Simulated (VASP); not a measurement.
VASP input:

### INCAR
```
! general
SYSTEM   =  HfO2
PREC     =  Accurate
ENCUT    =  620
LREAL    =  .FALSE.
LASPH    =  .TRUE.

! electronic loop
EDIFF    =  1E-6
NELM     =  100   ! most electronic steps
ALGO     =  Normal   ! blocked Davidson
LMAXMIX  =  6   ! l cut-off of mixed one-centre charges

! smearing
ISMEAR   =  0
SIGMA    =  0.05   ! width (eV)

! ions
IBRION   =  2   ! conjugate gradients
NSW      =  40
ISIF     =  3   ! ions, shape and volume
EDIFFG   =  -0.02   ! ionic stop
PSTRESS  =  50   ! kbar

! output
LWAVE    =  .FALSE.
LCHARG   =  .FALSE.
```

KPOINTS:
```
Automatic mesh
0
Gamma
8 8 8
0 0 0
```

### POSCAR
```
HfO2
1
    0.0000000000     2.4900318630     2.4900318630
    2.4900318630     0.0000000000     2.4900318630
    2.4900318630     2.4900318630     0.0000000000
Hf O
1 2
Direct
  0.0000000000   0.0000000000   0.0000000000
  0.2500000000   0.2500000000   0.2500000000
  0.7500000000   0.7500000000   0.7500000000
```

POTCAR, in this order: Hf_pv O (LDA.64 set). Program: vasp_std.

Write an equivalent input for Quantum ESPRESSO's pw.x.

One equivalent input (not run):
```
&CONTROL
  calculation = 'vc-relax'
  pseudo_dir = './pseudo'
  outdir = './out'
  tprnfor = .true.
  tstress = .true.
  nstep = 40
  forc_conv_thr = 0.00078
/
&SYSTEM
  ibrav = 0
  nat = 3
  ntyp = 2
  ecutwfc = 84
  occupations = 'smearing'
  smearing = 'gaussian'
  degauss = 0.003675
  input_dft = 'pz'
/
&ELECTRONS
  conv_thr = 7.3e-08
  electron_maxstep = 100
/
&IONS
/
&CELL
  press = 50
/
ATOMIC_SPECIES
  Hf 178.490 Hf.upf
  O 15.999 O.upf
CELL_PARAMETERS angstrom
     0.0000000    2.4900319    2.4900319
     2.4900319    0.0000000    2.4900319
     2.4900319    2.4900319    0.0000000
ATOMIC_POSITIONS crystal
  Hf   0.0000000  0.0000000  0.0000000
  O    0.2500000  0.2500000  0.2500000
  O    0.7500000  0.7500000  0.7500000
K_POINTS automatic
  8 8 8 0 0 0
```
Limits of the translation: the potentials are each code's own (VASP's PAW set, PseudoDojo norm-conserving files in pw.x), so ENCUT and ecutwfc are chosen apart and not converted; conv_thr bounds pw.x's estimated SCF error, while EDIFF bounds the energy change between steps; forc_conv_thr acts on force components and is met together with etot_conv_thr.

The compound is HfO2 in the fluorite structure, the high-temperature cubic form, which is unstable at 0 K; the monoclinic form is the stable one. This run relaxes it under an external pressure of 5 GPa. Symmetry was kept, so distortions that lower it aren't found.
